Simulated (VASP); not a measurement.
Output of a VASP run:

File OSZICAR:
```
...
DAV:   2    -0.645518311336E+01    0.17599E-03   -0.17897E-03  5103   0.145E+00    0.655E-02
DAV:   3    -0.645510308594E+01    0.80027E-04   -0.72433E-04  5563   0.105E+00    0.512E-02
DAV:   4    -0.645509124774E+01    0.11838E-04   -0.36528E-05  7159   0.201E-01    0.262E-02
DAV:   5    -0.645508944904E+01    0.17987E-05   -0.96130E-06  6646   0.106E-01    0.482E-03
DAV:   6    -0.645508917361E+01    0.27543E-06   -0.73981E-07  2590   0.273E-02
   5 F= 0.50124785E+00 E0= 0.50149220E+00  d E =-.574718E-01
       N       E                     dE             d eps       ncg     rms          rms(c)
DAV:   1    -0.645509450342E+01   -0.50544E-05   -0.43079E-02  5677   0.199E+00    0.191E-01
DAV:   2    -0.645456579233E+01    0.52871E-03   -0.61086E-04  7334   0.590E-01    0.110E-01
DAV:   3    -0.645435890062E+01    0.20689E-03   -0.43511E-04  7164   0.709E-01    0.598E-02
DAV:   4    -0.645431309360E+01    0.45807E-04   -0.23393E-04  6232   0.569E-01    0.176E-02
DAV:   5    -0.645431248505E+01    0.60855E-06   -0.11240E-05  7588   0.847E-02    0.848E-03
DAV:   6    -0.645431241749E+01    0.67558E-07   -0.52303E-07  2858   0.159E-02
   6 F= 0.50094079E+00 E0= 0.50115297E+00  d E =-.307058E-03
       N       E                     dE             d eps       ncg     rms          rms(c)
DAV:   1    -0.645783781672E+01   -0.35253E-02   -0.36144E-01  5656   0.575E+00    0.551E-01
DAV:   2    -0.645340751595E+01    0.44303E-02   -0.49741E-03  7373   0.164E+00    0.316E-01
DAV:   3    -0.645160674885E+01    0.18008E-02   -0.33263E-03  7389   0.190E+00    0.158E-01
DAV:   4    -0.645128840895E+01    0.31834E-03   -0.17398E-03  6197   0.156E+00    0.500E-02
DAV:   5    -0.645128172952E+01    0.66794E-05   -0.90950E-05  7679   0.257E-01    0.244E-02
DAV:   6    -0.645128143578E+01    0.29375E-06   -0.55073E-06  6301   0.422E-02
   7 F= 0.50055162E+00 E0= 0.50058609E+00  d E =-.696226E-03
       N       E                     dE             d eps       ncg     rms          rms(c)
DAV:   1    -0.650237419683E+01   -0.51092E-01   -0.19182E-01  5297   0.959E+00    0.835E-01
DAV:   2    -0.649508451045E+01    0.72897E-02   -0.73018E-02  5201   0.941E+00    0.410E-01
DAV:   3    -0.649193812028E+01    0.31464E-02   -0.29757E-02  5570   0.649E+00    0.330E-01
DAV:   4    -0.649138238764E+01    0.55573E-03   -0.14995E-03  7231   0.131E+00    0.171E-01
DAV:   5    -0.649125218164E+01    0.13021E-03   -0.43057E-04  7550   0.692E-01    0.271E-02
DAV:   6    -0.649124791344E+01    0.42682E-05   -0.53548E-05  7635   0.181E-01    0.634E-03
DAV:   7    -0.649124822509E+01   -0.31166E-06   -0.79062E-07  3262   0.139E-02
   8 F= 0.50129672E+00 E0= 0.50127275E+00  d E =0.745097E-03
       N       E                     dE             d eps       ncg     rms          rms(c)
DAV:   1    -0.646527825552E+01    0.25970E-01   -0.14058E-01  5314   0.819E+00    0.730E-01
DAV:   2    -0.646007793303E+01    0.52003E-02   -0.56865E-02  5167   0.818E+00    0.364E-01
DAV:   3    -0.645751284345E+01    0.25651E-02   -0.21944E-02  5584   0.588E+00    0.271E-01
DAV:   4    -0.645714772318E+01    0.36512E-03   -0.10793E-03  7483   0.105E+00    0.142E-01
DAV:   5    -0.645706517213E+01    0.82551E-04   -0.28683E-04  7554   0.554E-01    0.215E-02
DAV:   6    -0.645706141232E+01    0.37598E-05   -0.35748E-05  7656   0.142E-01    0.515E-03
DAV:   7    -0.645706143562E+01   -0.23305E-07   -0.51329E-07  2912   0.964E-03
   9 F= 0.50053793E+00 E0= 0.50056435E+00  d E =-.136946E-04
```

File OUTCAR:
```
------------------------ aborting loop because EDIFF is reached ----------------------------------------
  FORCE on cell =-STRESS in cart. coord.  units (eV):
  Direction    XX          YY          ZZ          XY          YZ          ZX
  --------------------------------------------------------------------------------------
  Total        6.9423155      6.9423155      6.9388144      0.0000000      0.0000000     -0.0000000
  in kB      449.0114788    449.0114788    448.7850381      0.0000000      0.0000000     -0.0000000
  external PRESSURE =      -1.0640014 kB  Pullay stress =     450.0000000 kB
  volume of cell :       24.77
      direct lattice vectors                 reciprocal lattice vectors
     2.693798804  0.000000000 -0.000000000     0.371222973  0.000000000  0.000000000
     0.000000000  2.693798804 -0.000000000     0.000000000  0.371222973  0.000000000
    -0.000000000 -0.000000000  3.413714324     0.000000000  0.000000000  0.292936053
 POSITION                                       TOTAL-FORCE (eV/Angst)
 -----------------------------------------------------------------------------------
     -0.00000     -0.00000      3.41371         0.000000      0.000000      0.000000
      1.34690      1.34690      1.70686        -0.000000     -0.000000      0.000000
 -----------------------------------------------------------------------------------
    total drift:                               -0.000000      0.000000      0.000000
  FREE ENERGIE OF THE ION-ELECTRON SYSTEM (eV)
  ---------------------------------------------------
  free  energy   TOTEN  =        -6.4570614356 eV

  energy  without entropy=       -6.4569821778  energy(sigma->0) =       -6.45703502
  enthalpy is  TOTEN    =         0.5005379292 eV   P V=        6.9575993648

 reached required accuracy - stopping structural energy minimisation
```
(Selected blocks of OUTCAR.)

**POSCAR**
```
CuAu
1
    2.7239115655     0.0000000000     0.0000000000
    0.0000000000     2.7239115655     0.0000000000
    0.0000000000     0.0000000000     3.4980278357
Cu Au
1 1
Direct
  0.0000000000   0.0000000000   0.0000000000
  0.5000000000   0.5000000000   0.5000000000
```

Problem. Reconstruct the remaining input files.

Solution. This is not unique; one that fits is the input of the run itself, PBE GGA, plane waves, VASP's PBE PAW potentials (set 64).

**INCAR**
```
SYSTEM  =  CuAu
PREC  =  Accurate; ENCUT  =  500; LREAL  =  .False.
LASPH  =  .True.
EDIFF  =  1E-6; NELM  =  100; ALGO  =  Normal
LMAXMIX  =  6
ISMEAR  =  1; SIGMA  =  0.1
GGA  =  PE
IBRION  =  2; NSW  =  40; ISIF  =  3
EDIFFG  =  -0.02; PSTRESS  =  450
LWAVE  =  .False.; LCHARG  =  .False.
```

**KPOINTS**
```
K-points
0
G
  13 13 10
```

POTCAR, in this order: Cu Au (PBE.64 set). Program: vasp_std.

Energy and stress use the plane-wave basis of the starting cell.

The compound is CuAu in the L1_0 structure. This run relaxes it under an external pressure of 45 GPa. Symmetry was kept, so distortions that lower it aren't found.
